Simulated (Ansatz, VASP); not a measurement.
# Re (Rhenium) in two plane-wave programs

Wanted: the spread between two codes on one cell, functional and k mesh. The cell is taken from a series of runs on this material, whose earlier steps may have relaxed, scaled, displaced or heated it; both programs get it as it stands.

Main program and level: Ansatz 0.2.0; plane waves, with VASP 6.6.1 beside it; zone-centre phonons at LDA.

**1. The starting structure**

The structure is hexagonal, space group P6_3/mmc (No. 194). The conventional cell has a = 2.770 Å, b = 2.770 Å, c = 4.239 Å, α = 90.00°, β = 90.00°, γ = 120.00°. Re has 12 Re at 2.66 to 2.77 Å nearest.

**2. Ansatz: zone-centre phonons, LDA**

Ansatz runs on its PAW soft_1 files.

Second derivatives magnify differences that forces hide, and they need a tight electronic threshold.

input.yaml

```yaml
crystal:
  lattice:
    - [2.77044419, 0.0, 0.0]
    - [-1.385222095, 2.3992750483, 0.0]
    - [0.0, 0.0, 4.2394923987]
  atoms:
    - { symbol: Re, position: [0.3333333333, 0.6666666667, 0.25] }
    - { symbol: Re, position: [0.6666666667, 0.3333333333, 0.75] }
kpoints:
  mp_grid: { grid: [18, 18, 12] }
hamiltonian:
  xc: lda
  pseudopotentials: { kind: paw, azcp: { folder: soft_1 }, xc_functional: pbe }
scf:
  occupations: { method: methfessel_paxton, width: 0.2 }
output:
  eigenvalues: true
phonons:
  method: dfpt
```

Launch:

```bash
$ ansatz run input.yaml --threads 4 --pin off --max-ram 10240MiB --backend cpu --events-out ev --progress --plain --runs-dir out
```

Numbers of over 12 decimals in the logs are rounded to 6 here.

Log:

```text
zone centre: on kpoints.mp_grid the ground state, and the responses unless they are solved on pairs of k-points, stand on 637 of the mesh's 3888 k-points, reduced under 4 symmetry operations, with k and −k counted as one. Each operation leaves every solved displacement unchanged or reverses it
Engine: ansatz 0.2.0, x86_64-unknown-linux-gnu
Pseudopotentials: kind: paw
Pseudopotential: Re, paw, valence charge 15, recommended cutoff 420 eV (normal), soft_1/Re.paw.azcp
Functional definition: SPW92
  exchange = slater_x
  correlation = pw_c
Crystal: 2 atoms, lattice volume = 28.180 Å³
Basis set: ecut = 420 eV, 567 PW (Γ), exchange–correlation on 40×40×60 points (8 copies of the dense FFT grid, shifted against one another)
Bands: 19, of which v1, the nominal top of the filled ones, is band 15 counted from 1 (14 counted from 0)
Symmetry: 24 space group operations
k-points: 637 of 3888 (irreducible under 4 space group operations, time reversal used)
Non-local potential: Re, projectors of the file, l = 0: 3, l = 1: 2, l = 2: 2, l = 3: 1
PAW form: soft (Blöchl's): semilocal exchange-correlation on the pseudo side does not see the compensation charge
PAW frozen core: Re, regenerated for the run's functional, and the local potential with it (the file was generated under x = pbe(κ = 0.804, μ = 0.219515), c = pbe(β = 0.066725))
PAW one-centre angular grid: Re, 590 points (default); XC on 64 Gauss nodes
Initial density: superposition of atomic densities (chi_scale 0.1, normalization cell)
Initial wavefunctions: pseudopotential atomic-orbital guess
Functional: x = slater, c = lda
SCF iter   1: F=—  HF=-21217.427944 eV  |F-HF|=—  |Δ(HF+E_count)|=         —  Δρ=5.85e-2  dr2=8.41e-1  ethr=3.10e-3  ⟨swp⟩=4.6  Hψ=48139  notcnv=0
preconditioner: auto → none  [metal: Δε(μ)=0.010 eV  Ē_g=6.668 eV  σ=0.200 eV  W_gap=0.04  n_scr=8 (ndim 8)  ℏωp=26.2 eV  f_vac=0.000  D(μ)=1.66/eV (n_scr^D=22)  sad-step TF]
SCF iter   2: F=—  HF=-21217.181297 eV  |F-HF|=—  |Δ(HF+E_count)|=   2.47e-1  S|Δr|=    0.00e0  Δρ=3.37e-2  dr2=2.70e-1  ethr=2.80e-3  ⟨swp⟩=2.0  Hψ=19413  notcnv=0  defer=8
SCF iter   3: F=—  HF=-21217.070191 eV  |F-HF|=—  |Δ(HF+E_count)|=   1.11e-1  S|Δr|=    0.00e0  Δρ=1.50e-3  dr2=2.38e-4  ethr=9.01e-4  ⟨swp⟩=2.9  Hψ=23148  notcnv=0  defer=8
SCF iter   4: F=—  HF=-21217.070372 eV  |F-HF|=—  |Δ(HF+E_count)|=   1.81e-4  S|Δr|=    0.00e0  Δρ=2.28e-4  dr2=1.62e-5  ethr=7.92e-7  ⟨swp⟩=2.0  Hψ=17521  notcnv=0  defer=8
SCF iter   5: F=—  HF=-21217.070366 eV  |F-HF|=—  |Δ(HF+E_count)|=   5.95e-6  S|Δr|=    0.00e0  Δρ=3.30e-5  dr2=2.02e-7  ethr=5.39e-8  ⟨swp⟩=2.0  Hψ=16584  notcnv=0  defer=8
SCF iter   6: F=—  HF=-21217.070366 eV  |F-HF|=—  |Δ(HF+E_count)|=   2.23e-7  S|Δr|=    0.00e0  Δρ=7.89e-6  dr2=1.10e-8  ethr=6.74e-10  ⟨swp⟩=2.9  Hψ=22797  notcnv=0  defer=6
SCF iter   7: F=—  HF=-21217.070366 eV  |F-HF|=—  |Δ(HF+E_count)|=   1.14e-9  S|Δr|=    0.00e0  Δρ=9.82e-7  dr2=1.44e-10  ethr=3.66e-11  ⟨swp⟩=2.2  Hψ=16458  notcnv=0  defer=6
SCF iter   8: F=-21217.070366 eV  HF=-21217.070366 eV  |F-HF|=3.64e-12  |Δ(HF+E_count)|=  3.64e-12  S|Δr|=    0.00e0  Δρ=7.38e-8  dr2=9.56e-13  ethr=1.00e-12  ⟨swp⟩=5.7  Hψ=50970  notcnv=0
SCF 1 converged in 8 iterations: F = -21217.070366 eV  dr2 = 9.56e-13
  greatest PAW one-centre occupation: 0.999 electrons in one spin orbital (limit 2), on the Re atom at site 1 (counted from 0), in its partial waves of l = 0
DFPT response loops at Γ: preconditioner auto → Kerker (q_TF=auto, 2.757 Å⁻¹) (partly filled bands, converged f_vac=0.000); β = 1.00, the filter's whole step (`scf.mixing.beta` (0.50) is not read by the response loops under this deck's `scf.mixing.preconditioner`; to damp them name `kerker` or `kerker_dos`, under which they read `scf.mixing.beta`, and type it under 1.00, their step now; both keys bind the ground state too); Broyden in place of MSR1
SCF converged after 8 iterations
Stability not checked: this state was not tested for a lower state beside it, because cold or Methfessel-Paxton smearing, or corrected tetrahedra, fill the levels in a way that the test cannot read (fill_not_monotonic; see scf.lower_state_search)
Free energy (F): -21217.070366 eV
Harris-Foulkes:  -21217.070366 eV  (|F-HF|=3.64e-12)
Internal energy: -21217.070930 eV  (E = F + TS)
E sigma→0 (E₀):  -21217.070507 eV
Entropy (-TS):   0.000564 eV (0.282 meV/atom)
Fermi energy:    24.857369 eV
Step filling:    the computed levels leave a gap of 0.0105 eV = 0.1 smearing widths at the electron count; against every level under it full and every level over it empty, smearing changes F+E_penalty+E_count by +0.416 meV and its σ→0 estimate by +0.275 meV
--- Per-component energies (eV) ---
  E_band       = -116.823468
  E_kinetic    = 1053.301864
  E_local      = -1490.553888  (includes V_loc(G=0)·N_el)
  E_nonlocal   = 172.478443
  E_hartree    = 523.254655
  E_xc         = -710.581456
  E_vxc        = -584.010907  (∫ρ·V_xc dr)
  E_paw        = -16893.611619  (= ΣΔE_a)
  E_vpaw       = -314.548436  (= ΣTr[D̂ρ^β])
  E_aug_tail   = 0.000111  (compensation charges beyond the density's cutoff)
  E_ewald      = -3871.997381
  E_core_change = 0.638340  (= ΣΔE_core)
  E_smearing   = 0.000564  (= −TS)
  E_closure    = 0.000000  (closes the sum)
  Σ components = -21217.070366   (vs F -21217.070366, Δ=0.00e0)
--- Band table (eV; the first three rows and the last of 637) ---
  k-point 0: bands = [... 11 lower, 23.0695, 23.8913, 24.1379, 24.1379, 24.5587, 24.5587, 26.3920, 28.4273]
  k-point 1: bands = [... 11 lower, 22.9827, 23.8235, 24.0570, 24.0570, 24.7420, 24.7420, 26.0976, 28.4674]
  k-point 2: bands = [... 11 lower, 22.8168, 23.6327, 23.8422, 23.8422, 25.1920, 25.1920, 25.3573, 28.5469]
  k-point 636: bands = [... 11 lower, 21.5058, 22.6788, 22.6788, 24.6760, 24.6760, 29.0806, 29.0806, 31.4120]
--- Phonons (Γ-DFPT): 2 representative perturbations + reference, on 637 of 3888 k-points (Σ response iterations 5) ---
  k mesh reduced under 4 symmetry operations, with k and −k counted as one. Each operation leaves every solved displacement unchanged or reverses it
  ASR residual: 1.517e-4 → 0.000e0 eV/Å²; symmetrization residual: 2.274e-13 eV/Å²
  ASR residual per site (eV/Å²): 1.52e-4 1.52e-4
  Γ frequencies (cm⁻¹): 0.00 0.00 0.00 132.24 132.24 160.09
  non-analytic LO–TO correction: not included (Born effective charges unavailable; polar crystals: no LO–TO splitting at Γ)
```

**3. VASP: zone-centre phonons, LDA**

The same cell, functional (in two slightly different forms), mesh and smearing now go to VASP, with its own data sets.

Lines of VASP's logs that name or quote its potential files are left out, and so is its time.

INCAR

```
SYSTEM = Re
PREC = Accurate
ENCUT = 600
EDIFF = 1E-08
NELM = 120
ISMEAR = 1
SIGMA = 0.2
LREAL = .FALSE.
ALGO = Normal
GGA = CA
NBANDS = 13
LASPH = .TRUE.
LORBIT = 11
LWAVE = .FALSE.
LCHARG = .FALSE.
ISIF = 2
IBRION = 8
GGA_COMPAT = .FALSE.
KPAR = 2
```

POSCAR

```
Re
1.0
    2.7704441900      0.0000000000      0.0000000000
   -1.3852220950      2.3992750483      0.0000000000
    0.0000000000      0.0000000000      4.2394923987
Re
2
Direct
    0.3333333333      0.6666666667      0.2500000000
    0.6666666667      0.3333333333      0.7500000000
```

KPOINTS

```
Automatic mesh
0
Gamma
18 18 12
0 0 0
```

The projector-augmented-wave data sets are Re (LDA family, release 64).

Launch:

```bash
$ mpirun -np 2 vasp_std
```

Log:

```text
[banner, memory and clock lines left out]
running    2 mpi-ranks, on    1 nodes
 distrk:  each k-point on    1 cores,    2 groups
 distr:  one band on    1 cores,    1 groups

 POSCAR found type information on POSCAR Re
 POSCAR found :  1 types and       2 ions
 LDA part: xc-table for (Slater(with rela. corr.)+CA(PZ))
 , standard interpolation
 POSCAR, INCAR and KPOINTS ok, starting setup
 FFT: planning ... GRIDC
 FFT: planning ... GRID_SOFT
 FFT: planning ... GRID
 WAVECAR not read
 entering main loop
       N       E                     dE             d eps       ncg     rms          rms(c)
DAV:   1     0.126198398269E+03    0.12620E+03   -0.64312E+03  7305   0.124E+03
DAV:   2    -0.197103831186E+02   -0.14591E+03   -0.12864E+03 10494   0.459E+02
DAV:   3    -0.286143876559E+02   -0.89040E+01   -0.78049E+01 11304   0.150E+02
DAV:   4    -0.288094099307E+02   -0.19502E+00   -0.18993E+00 11052   0.134E+01
DAV:   5    -0.288105884541E+02   -0.11785E-02   -0.11780E-02 11079   0.177E+00    0.462E+01
DAV:   6    -0.277900180764E+02    0.10206E+01   -0.80079E-01 11449   0.150E+01    0.205E+01
DAV:   7    -0.274459780653E+02    0.34404E+00   -0.57542E-01 11478   0.123E+01    0.481E-01
DAV:   8    -0.274368597176E+02    0.91183E-02   -0.51347E-03 10733   0.701E-01    0.146E-01
DAV:   9    -0.274358581115E+02    0.10016E-02   -0.42591E-04 10121   0.221E-01    0.480E-02
DAV:  10    -0.274358641793E+02   -0.60679E-05   -0.46547E-05 11085   0.589E-02    0.206E-02
DAV:  11    -0.274358636583E+02    0.52106E-06   -0.49613E-07 11291   0.126E-02    0.146E-03
DAV:  12    -0.274358636233E+02    0.34950E-07   -0.30889E-08  8777   0.224E-03    0.100E-03
DAV:  13    -0.274358636233E+02    0.31832E-10   -0.54923E-09  6282   0.160E-03
   1 F= -.27435864E+02 E0= -.27436018E+02  d E =0.463816E-03
 Linear response reoptimize wavefunctions to high precision
DAV:   1    -0.274358636218E+02    0.14411E-08   -0.65358E-09  8613   0.930E-04
DAV:   2    -0.274358636219E+02   -0.26148E-10   -0.11574E-10  5527   0.227E-04
 Linear response DOF=           2
 Linear response progress:
  Degree of freedom:   1/  2
       N       E                     dE             d eps       ncg     rms          rms(c)
RMM:   1    -0.923804255447E-01   -0.92380E-01    0.97956E-02 30820   0.213E+01
RMM:   2    -0.144190099076E+00   -0.51810E-01   -0.51004E-02 50448   0.214E+00    0.125E-01
RMM:   3    -0.144393178387E+00   -0.20308E-03   -0.42102E-03 55765   0.491E-01    0.888E-02
RMM:   4    -0.143758432408E+00    0.63475E-03   -0.62843E-04 51594   0.223E-01    0.119E-02
RMM:   5    -0.143808171452E+00   -0.49739E-04   -0.30412E-05 54699   0.547E-02    0.789E-03
RMM:   6    -0.143834471689E+00   -0.26300E-04   -0.40477E-06 54142   0.172E-02    0.246E-03
RMM:   7    -0.143839525445E+00   -0.50538E-05   -0.48216E-07 55478   0.608E-03    0.116E-03
RMM:   8    -0.143840399079E+00   -0.87363E-06   -0.10876E-07 54513   0.232E-03    0.407E-04
RMM:   9    -0.143838877137E+00    0.15219E-05   -0.61780E-08 56080   0.906E-04    0.878E-05
RMM:  10    -0.143839195544E+00   -0.31841E-06   -0.84296E-08 55958   0.630E-04    0.180E-05
RMM:  11    -0.143839257577E+00   -0.62033E-07   -0.65598E-08 60995   0.496E-04    0.111E-05
RMM:  12    -0.143839248275E+00    0.93023E-08   -0.73150E-08 58285   0.455E-04    0.322E-06
 first order change of Fermi-energy  -0.16745E-04
 force on displaced ion       1 direction 1 :  -5.855   0.001   0.000
 Linear response progress:
  Degree of freedom:   2/  2
       N       E                     dE             d eps       ncg     rms          rms(c)
RMM:   1    -0.129616687282E+00   -0.12962E+00    0.95894E-02 10766   0.223E+01
RMM:   2    -0.184957887358E+00   -0.55341E-01   -0.44411E-02 16074   0.238E+00    0.201E-01
RMM:   3    -0.186310037722E+00   -0.13522E-02   -0.12077E-02 18789   0.812E-01    0.119E-01
RMM:   4    -0.186280906165E+00    0.29132E-04   -0.21338E-04 18460   0.173E-01    0.691E-02
RMM:   5    -0.186584865103E+00   -0.30396E-03   -0.17900E-04 19030   0.130E-01    0.139E-02
RMM:   6    -0.186595270930E+00   -0.10406E-04   -0.73343E-05 17912   0.351E-02    0.717E-03
RMM:   7    -0.186575320502E+00    0.19950E-04    0.70249E-05 17992   0.148E-02    0.371E-03
RMM:   8    -0.186589241459E+00   -0.13921E-04    0.38640E-05 18200   0.101E-02    0.886E-04
RMM:   9    -0.186591600985E+00   -0.23595E-05    0.71058E-06 18005   0.357E-03    0.168E-04
RMM:  10    -0.186591902348E+00   -0.30136E-06   -0.60142E-06 19595   0.133E-03    0.680E-05
RMM:  11    -0.186591170675E+00    0.73167E-06   -0.14183E-08 19141   0.643E-04    0.155E-05
RMM:  12    -0.186591126967E+00    0.43708E-07   -0.34680E-08 20266   0.497E-04    0.623E-06
RMM:  13    -0.186591106039E+00    0.20928E-07   -0.15335E-08 20245   0.455E-04    0.310E-06
RMM:  14    -0.186591106572E+00   -0.53226E-09   -0.19499E-09 20356   0.449E-04    0.142E-06
 first order change of Fermi-energy   0.97106E-04
 force on displaced ion       1 direction 3 :   0.000  -0.000  -8.381
 Linear response finished
```

Parts of OUTCAR (step 3):

```text
ion  position               nearest neighbor table
   1  0.333  0.667  0.250-   2 2.66   2 2.66   2 2.66   2 2.66   2 2.66   2 2.66
   2  0.667  0.333  0.750-   1 2.66   1 2.66   1 2.66   1 2.66   1 2.66   1 2.66

  LATTYP: Found a hexagonal cell.
 ALAT       =     2.7704441900
 C/A-ratio  =     1.5302572829

 Subroutine GETGRP returns: Found 24 space group operations
 (whereof 12 operations were pure point group operations)

The static configuration has the point symmetry D_3d.
 The point group associated with its full space group is D_6h.

 Found    259 irreducible k-points:

   k-points           NKPTS =    259   k-points in BZ     NKDIM =    259   number of bands    NBANDS=     13

   dimension x,y,z NGX =    24 NGY =   24 NGZ =   36
   dimension x,y,z NGXF=    48 NGYF=   48 NGZF=   72

   ENCUT  =  600.0 eV  44.10 Ry    6.64 a.u.   5.53  5.53  8.47*2*pi/ulx,y,z

   NELECT =      14.0000    total number of electrons

 k-points in reciprocal lattice and weights: Automatic mesh
   0.00000000  0.00000000  0.00000000       0.000
   0.05555556 -0.00000000  0.00000000       0.002
   0.11111111 -0.00000000  0.00000000       0.002
   0.16666667 -0.00000000  0.00000000       0.002
   0.22222222 -0.00000000  0.00000000       0.002
   0.27777778 -0.00000000  0.00000000       0.002
   0.33333333  0.00000000  0.00000000       0.002
   0.38888889 -0.00000000  0.00000000       0.002
   0.44444444 -0.00000000  0.00000000       0.002
[...]
0.33333333  0.27777778  0.50000000       0.003
   0.33333333  0.33333333  0.50000000       0.001

 average (electrostatic) potential at core
       1 -38.7643       2 -38.7643

  Total        0.3446462      0.3446462      4.7391253      0.0000000      0.0000000     -0.0000000
  in kB       19.5947982     19.5947982    269.4421107      0.0000000      0.0000000     -0.0000000
  external PRESSURE =     102.8772357 kB  Pullay stress =       0.0000000 kB

  energy-cutoff  :      600.00
  volume of cell :       28.18
      direct lattice vectors                 reciprocal lattice vectors
     2.770444190  0.000000000  0.000000000     0.360952949  0.208396282  0.000000000
    -1.385222095  2.399275048  0.000000000     0.000000000  0.416792564  0.000000000
     0.000000000  0.000000000  4.239492399     0.000000000  0.000000000  0.235877295

 POSITION                                       TOTAL-FORCE (eV/Angst)
 -----------------------------------------------------------------------------------
     -0.00000      1.59952      1.05987         0.000000      0.000000      0.000000
      1.38522      0.79976      3.17962        -0.000000     -0.000000      0.000000
 -----------------------------------------------------------------------------------
    total drift:                               -0.000000      0.000000     -0.000000

 Eigenvectors and eigenvalues of the dynamical matrix
 ----------------------------------------------------

   1 f  =    4.690371 THz    29.470469 2PiTHz  156.453930 cm-1    19.397806 meV
             X         Y         Z           dx          dy          dz
     -0.000000  1.599517  1.059873    -0.000000    0.000000    0.707107
      1.385222  0.799758  3.179619     0.000000   -0.000000   -0.707107

   2 f  =    3.920290 THz    24.631906 2PiTHz  130.766783 cm-1    16.213007 meV
             X         Y         Z           dx          dy          dz
     -0.000000  1.599517  1.059873     0.707107    0.000000    0.000000
      1.385222  0.799758  3.179619    -0.707107    0.000000    0.000000

   3 f  =    3.920290 THz    24.631906 2PiTHz  130.766783 cm-1    16.213007 meV
             X         Y         Z           dx          dy          dz
     -0.000000  1.599517  1.059873     0.000000   -0.707107    0.000000
      1.385222  0.799758  3.179619    -0.000000    0.707107   -0.000000

   4 f  =    0.000000 THz     0.000000 2PiTHz    0.000002 cm-1     0.000000 meV
             X         Y         Z           dx          dy          dz
     -0.000000  1.599517  1.059873     0.374206   -0.500616    0.330688
      1.385222  0.799758  3.179619     0.374206   -0.500616    0.330688

   5 f  =    0.000000 THz     0.000000 2PiTHz    0.000001 cm-1     0.000000 meV
             X         Y         Z           dx          dy          dz
     -0.000000  1.599517  1.059873     0.324443   -0.158992   -0.607831
      1.385222  0.799758  3.179619     0.324443   -0.158992   -0.607831

   6 f/i=    0.000000 THz     0.000000 2PiTHz    0.000001 cm-1     0.000000 meV
             X         Y         Z           dx          dy          dz
     -0.000000  1.599517  1.059873     0.504685    0.473398    0.145558
      1.385222  0.799758  3.179619     0.504685    0.473398    0.145558

 ELASTIC MODULI CONTR FROM IONIC RELAXATION (kBar)
 Direction    XX          YY          ZZ          XY          YZ          ZX
 --------------------------------------------------------------------------------
 XX        -236.6185    236.6185      0.0000      0.0000      0.0000      0.0000
 YY         236.6185   -236.6185     -0.0000     -0.0000      0.0000      0.0000
 ZZ           0.0000     -0.0000     -0.0000     -0.0000      0.0000      0.0000
 XY           0.0000     -0.0000     -0.0000   -236.6185      0.0000      0.0000
 YZ           0.0000      0.0000      0.0000      0.0000      0.0000      0.0000
 ZX           0.0000      0.0000      0.0000      0.0000      0.0000      0.0000
 --------------------------------------------------------------------------------
```

The data set Re keeps the semicore shell frozen, which is cheaper and a little less accurate.

**4. Differences**

Known differences besides the potentials themselves: the two LDA forms differ slightly; the data sets hold 30 valence electrons in Ansatz (on its PAW soft_1 files) and 14 in VASP; the cutoff is 420 eV in Ansatz and 600 eV in VASP; VASP's log shows a relativistic correction to its local exchange, Ansatz's none. Total energies have different zeros and are not compared.

Both answers:

```
                  quantity  Ansatz   VASP  difference
optical mode 1 to 2 (cm⁻¹)   132.2  130.8     +1.13 %
     optical mode 3 (cm⁻¹)   160.1  156.5     +2.32 %
```

Modes are paired by rising frequency, not by their patterns, so a pair may set unlike modes beside each other; they are those without the splitting of longitudinal modes.

**5. Results**

```yaml
r_m_s_difference_of_the_optical_zone_centre_modes_each_program_s_sorted_by_frequency_zone_centre_phonons_lda: 2.4 cm⁻¹
difference_in_optical_mode_3_zone_centre_phonons_lda: +2.3 %
```

**Reading.** The r.m.s. difference of the optical zone-centre modes, each program's sorted by frequency is 2.4 cm⁻¹ (zone-centre phonons, LDA). The data sets hold unlike numbers of valence electrons (30 in Ansatz and 14 in VASP), so part of the differences comes from the potentials. Among the rows given in per cent, the largest difference of the zone-centre phonons, LDA pair is in optical mode 3, +2.3 %. Such differences can come from data sets, numerical settings and the points named under the comparisons, not from the functional's error against experiment.

[Lines on the potential files, build, host, timing and source positions are cut from VASP's logs without a mark.]

[Logs are printed without paths, hosts, clocks, repeated set-up lines and the standing remarks that a program may print on its own settings, such as how far it seeks lower states.]

[Hosts, paths, dates, database ids (printed as entryN), source tags and the programs' standing remarks are cut or masked in the printed files.]
